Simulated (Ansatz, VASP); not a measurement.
ScBSb3: VASP beside Ansatz

```xyz
10
Lattice="3.8006 2.1943 4.4264 -3.8006 2.1943 4.4264 0.0000 -4.3885 4.4264" Properties=species:S:1:pos:R:3 pbc="T T T"
Sc    0.0000    0.0000    3.2726
Sc    0.0000    0.0000   10.0065
B     0.0000    0.0000   12.4573
B     0.0000    0.0000    0.8218
Sb    2.2174    0.3951    5.5662
Sb    1.4509   -1.7228    7.7129
Sb   -2.2174   -0.3951    7.7129
Sb   -1.4509    1.7228    5.5662
Sb   -0.7666   -2.1179    5.5662
Sb    0.7666    2.1179    7.7129
```

Alike in both runs: functional PBE; k mesh 3 × 3 × 3; occupations gaussian, width 0.2 eV; no spin polarisation.

Ansatz relaxed the structure, and its values are those at the end. VASP's run is a single point on that final structure, the one shown.

|  | VASP | Ansatz |
| --- | --- | --- |
| version | VASP 6.6.1 | Ansatz 0.2.0 |
| potentials or method | VASP PAW PBE potentials, release 64 (Sc_sv, B, Sb) | scalar-relativistic, plane waves, PAW |
| plane-wave cutoff (eV) | 520 | 420 |
| valence electrons in the cell | 58 | 118 |

|  | VASP | Ansatz | Ansatz less VASP |
| --- | --- | --- | --- |
| gap on the k mesh at the Fermi level (eV) | none | none | - |
| pressure (GPa) | 0.5 | 0.4 | -0.07 |
| rms of the force components (eV/Å) | 0.024 | 0.020 | -0.0046 |

A gap of «none» marks a metal or a gap that the smearing closes. The functional is the same, so the differences come from potentials, cutoffs and numerics. The two sets of potentials don't hold the same shells in valence.

The runs have no spin-orbit coupling, so splittings on Sb are missing.
